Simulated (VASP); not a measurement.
The input files of a VASP run:

INCAR:
```
# general
SYSTEM    =  PbTe
PREC      =  Accurate
ENCUT     =  520
LREAL     =  .FALSE.
LASPH     =  .TRUE.

# electronic loop
EDIFF     =  1E-7
NELM      =  100
ALGO      =  Normal
LMAXMIX   =  4

# smearing
ISMEAR    =  -5

# functional
GGA       =  MK
LUSE_VDW  =  .TRUE.
AGGAC     =  0.0
PARAM1    =  0.1234568
PARAM2    =  0.7114
ZAB_VDW   =  -1.8867

# ions
ISIF      =  2

# output
LWAVE     =  .FALSE.
LCHARG    =  .TRUE.
LORBIT    =  11
NEDOS     =  601
```

KPOINTS:
```
Automatic mesh
0
Gamma
8 8 8
0 0 0
```

POSCAR:
```
PbTe
1
    0.0000000000     3.2571114715     3.2571114715
    3.2571114715     0.0000000000     3.2571114715
    3.2571114715     3.2571114715     0.0000000000
Te Pb
1 1
Direct
  0.5000000000   0.5000000000   0.5000000000
  0.0000000000   0.0000000000   0.0000000000
```

POTCAR, in this order: Te Pb_d (PBE.64 set). Program: vasp_std.

Write an equivalent input for Quantum ESPRESSO's pw.x.

One equivalent input (not run):
```
&CONTROL
  calculation = 'scf'
  pseudo_dir = './pseudo'
  outdir = './out'
  tprnfor = .true.
  tstress = .true.
/
&SYSTEM
  ibrav = 0
  nat = 2
  ntyp = 2
  ecutwfc = 82.3
  occupations = 'tetrahedra'
  input_dft = 'vdw-df2-b86r'
/
&ELECTRONS
  conv_thr = 7.3e-09
  electron_maxstep = 100
/
ATOMIC_SPECIES
  Te 127.600 Te.upf
  Pb 207.200 Pb.upf
CELL_PARAMETERS angstrom
     0.0000000    3.2571115    3.2571115
     3.2571115    0.0000000    3.2571115
     3.2571115    3.2571115    0.0000000
ATOMIC_POSITIONS crystal
  Te   0.5000000  0.5000000  0.5000000
  Pb   0.0000000  0.0000000  0.0000000
K_POINTS automatic
  8 8 8 0 0 0
```
The two are equivalent in intent, not identical: the potentials are each code's own (VASP's PAW set, PseudoDojo norm-conserving files in pw.x), so ENCUT and ecutwfc are chosen apart and not converted; conv_thr bounds pw.x's estimated SCF error, while EDIFF bounds the energy change between steps.

The compound is PbTe in the rock salt structure. It was relaxed first.
